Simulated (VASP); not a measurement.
Given:

```yaml
crystal:
  lattice:
    - [0.00000, 3.77910, 3.77910]
    - [3.77910, 0.00000, 3.77910]
    - [3.77910, 3.77910, 0.00000]
  atoms:
    - { symbol: K, position: [0.25000, 0.25000, 0.25000] }
    - { symbol: K, position: [0.75000, 0.75000, 0.75000] }
    - { symbol: S, position: [0.00000, 0.00000, 0.00000] }
```

The numbers are results of PBE GGA, VASP's PBE PAW potentials (set 64) (plane waves; VASP), not measurements. Numerical set-up: 400 eV cut-off, 4×4×4 Γ-centred mesh, Gaussian smearing of 0.050 eV, potentials K_sv S.

Problem. What does the run give for the energy per atom (σ→0), band gap (on the k-mesh) with the smallest direct gap where there is one?

Solution. 
* **band gap (on the k-mesh)**: 2.23 eV
* **smallest direct gap (on the k-mesh)**: 2.37 eV
* **energy per atom (σ→0)**: -3.138 eV/atom

Total energies compare only between runs with the same potentials, cut-off and functional.

The compound is K2S in the antifluorite structure. The cell was not relaxed at this level.
